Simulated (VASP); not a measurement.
For cubic LiF (rock salt), VASP with PBE GGA, VASP's PBE PAW potentials (set 64) gives ε∞ = 2.05, a static ε₀ = 10.24 and a transverse optical mode at 279 cm⁻¹.

Q: Estimate the longitudinal optical frequency at Γ.

A: By the Lyddane-Sachs-Teller relation, ω_LO = ω_TO √(ε₀/ε∞) = 279 × √(10.24/2.05) = 624 cm⁻¹.

Measured: ε∞ 1.93 at 297 K (computed value off by +6.3 %), as given by H. H. Li, Journal of Physical and Chemical Reference Data (1976), doi:10.1063/1.555536 [long-wavelength limit of the electronic terms of a dispersion formula fitted to measured refractive indices over 0.1-11.0 um; lattice terms left out].

The compound is LiF in the rock salt structure. It was relaxed first.
